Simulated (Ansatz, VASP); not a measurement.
**ZrF2 in VASP and in Ansatz**

```
Zr F
1.0
     3.40055    0.00000    0.00000
    -1.70028    2.94497    0.00000
     0.00000    0.00000   31.24225
Zr F
1 2
Cartesian
  0.0000 0.0000 9.0000
  0.0000 0.0000 10.9143
  0.0000 0.0000 7.0857
```

Alike in both runs: functional PBE; k mesh 15 × 15 × 1; occupations gaussian, width 0.1 eV; no spin polarisation.

Ansatz relaxed the structure, and its values are those at the end. VASP's run is a single point on that final structure, the one shown.

|  | VASP | Ansatz |
| --- | --- | --- |
| version | VASP 6.6.1 | Ansatz 0.2.0 |
| potentials or method | VASP PAW PBE potentials, release 64 (Zr_sv, F) | scalar-relativistic, plane waves, PAW |
| plane-wave cutoff (eV) | 520 | 420 |
| valence electrons in the cell | 26 | 26 |

```tsv
	VASP	Ansatz	Ansatz less VASP
gap on the k mesh at the Fermi level (eV)	none	none	-
rms of the force components (eV/Å)	0.073	0.001	-0.0712
```

A gap of «none» marks a metal or a gap that the smearing closes. Ansatz warned: «xc_potential_rough_in_thin_density».
